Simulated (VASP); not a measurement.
The system is Mg6ZnC.

```
Zn Mg C
1.0
     3.44193    0.00000    0.00000
     0.00000    4.27690    5.09638
     0.00000   -4.27690    5.09638
Zn Mg C
1 6 1
Direct
  0.00000 0.91215 0.91215
  0.50000 0.13105 0.13105
  0.50000 0.12950 0.65396
  0.50000 0.65396 0.12950
  0.00000 0.38140 0.38140
  0.00000 0.47227 0.79539
  0.00000 0.79539 0.47227
  0.50000 0.52427 0.52427
```

The cell comes from a database or a generator and needn't be the stable form of this composition.

| Item | Value |
| --- | --- |
| Program | VASP 6.6.1 |
| Task | single point |
| Functional | PBE |
| Potentials or basis | VASP PAW PBE potentials, release 64 (Zn, Mg, C) |
| Cutoff | 520 eV |
| k mesh | 8 × 4 × 4 |
| Occupations | fermi-dirac, width 0.05 eV |
| Spin | no spin polarisation |

On this cell: pressure -0.3 GPa; largest force 0.146 eV/Å; band gap on the k mesh none (metal or under the smearing width).

The same run follows on a disturbed copy (atoms moved at random, drawn with an rms of 0.05 Å):

```
Zn Mg C
1.0
     3.44193    0.00000    0.00000
     0.00000    4.27690    5.09638
     0.00000   -4.27690    5.09638
Zn Mg C
1 6 1
Cartesian
  0.0262 -0.0027 9.3426
  1.7713 -0.0240 1.2650
  1.7172 -2.2356 3.9755
  1.7200 2.2161 3.9535
  0.0697 0.0576 3.8813
  -0.0317 -1.3802 6.4102
  -0.0462 1.3805 6.4746
  1.6502 0.0520 5.3468
```

Problem. What changes?

Solution. The energy (extrapolated to zero smearing) moves by +12.0 meV/atom; pressure 0.0 GPa; largest force 0.829 eV/Å; band gap on the k mesh none (metal or under the smearing width).

Forces on the atoms (eV/Å):
```
Zn  -0.091 -0.029 -0.343
Mg  -0.039  0.035  0.496
Mg   0.083  0.193 -0.080
Mg   0.109  0.170  0.026
Mg  -0.723 -0.355 -0.198
Mg   0.019  0.011  0.120
Mg   0.026  0.023 -0.036
C    0.617 -0.047  0.016
```

Stress tensor (GPa, compression positive):
```
-0.79  0.03  0.62
 0.03  0.33  0.25
 0.62  0.25  0.45
```
